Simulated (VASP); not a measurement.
An input for Ansatz (written as the equivalent of a VASP run, and not itself run):

Ansatz 0.2 input:
```yaml
crystal:
  lattice:
    - [3.8302643, 0.0000000, 0.0000000]
    - [0.0000000, 3.8302643, 0.0000000]
    - [0.0000000, 0.0000000, 4.6624125]
  atoms:
    - { symbol: Sn, position: [0.5000000, 0.0000000, 0.7497847] }
    - { symbol: Sn, position: [0.0000000, 0.5000000, 0.2502153] }
    - { symbol: O, position: [0.5000000, 0.5000000, 0.0000000] }
    - { symbol: O, position: [0.0000000, 1.0000000, 0.0000000] }
kpoints:
  mp_grid: { grid: [7, 7, 6] }
hamiltonian:
  xc: pbe
  dispersion: d3bj
  pseudopotentials: { kind: paw }
scf:
  occupations: { method: methfessel_paxton, width: 0.1 }
  max_iter: 100
relax:
  max_steps: 60
  f_tol: 0.02
  cell: {}
output: { forces: true, stress: true, eigenvalues: true }
```

### Question
Translate this input to VASP (INCAR, KPOINTS, POSCAR, choice of POTCAR).

### Answer
One answer among several that fit: 
POSCAR:
```
SnO
1.0
  3.8302642858   0.0000000000   0.0000000000
  0.0000000000   3.8302642858   0.0000000000
  0.0000000000   0.0000000000   4.6624124815
Sn O
2 2
Direct
  0.5000000000   0.0000000000   0.7497847368
  0.0000000000   0.5000000000   0.2502152632
  0.5000000000   0.5000000000   0.0000000000
  0.0000000000   1.0000000000   0.0000000000
```

INCAR:
```
# general
SYSTEM   =  SnO
PREC     =  Accurate
ENCUT    =  580   # plane-wave cut-off (eV)
LREAL    =  .False.   # projection in real space or not
LASPH    =  .True.   # aspherical one-centre terms

# electronic loop
EDIFF    =  1E-6   # SCF stop (eV)
NELM     =  100   # most electronic steps
ALGO     =  Normal
LMAXMIX  =  4   # l cut-off of mixed one-centre charges

# smearing
ISMEAR   =  1
SIGMA    =  0.1

# functional
GGA      =  PE   # PBE
IVDW     =  12

# ions
IBRION   =  2   # conjugate gradients
NSW      =  60   # most ionic steps
ISIF     =  3
EDIFFG   =  -0.02   # ionic stop

# output
LWAVE    =  .False.
LCHARG   =  .False.
```

**KPOINTS**
```
Automatic mesh
0
Gamma
7 7 6
0 0 0
```

POTCAR, in this order: Sn_d O (PBE.64 set). Program: vasp_std.

What does not carry over: each code has its own PAW files, so the cut-off isn't converted (ENCUT is set for VASP's; basis.ecutwfc is left out, and Ansatz then takes the one that its files recommend); Ansatz stops its SCF on the density residual and VASP on the energy change (EDIFF).

The compound is SnO in the litharge structure. This run relaxes it. Symmetry was kept, so distortions that lower it aren't found. The start is the result of an earlier pass.
